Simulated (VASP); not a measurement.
Here is the system:

```
BaZrO3
1.0
    4.12514     0.00000     0.00000
    0.00000     4.12514     0.00000
    0.00000     0.00000     4.12514
Ba Zr O
1 1 3
Direct
  0.00000   0.00000   0.00000
  0.50000   0.50000   0.50000
  0.50000   0.00000   0.50000
  0.00000   0.50000   0.50000
  0.50000   0.50000   0.00000
```

Computed with optB86b-vdW, VASP's PBE PAW potentials (set 64) (plane waves; VASP 6.6.1). Run with 520 eV cut-off, 5×5×5 Γ-centred mesh, Gaussian smearing of 0.050 eV, potentials Ba_sv Zr_sv O.

### Question
Give the stress tensor in GPa (positive for a compressed cell).

### Answer

```
11.28   0.00   0.00
 0.00  11.28   0.00
 0.00   0.00  11.28
```
The pressure is its mean diagonal, 11.28 GPa.

The compound is BaZrO3 in the cubic perovskite structure. This cell is one point of a volume scan, at 0.94 of the reference volume.
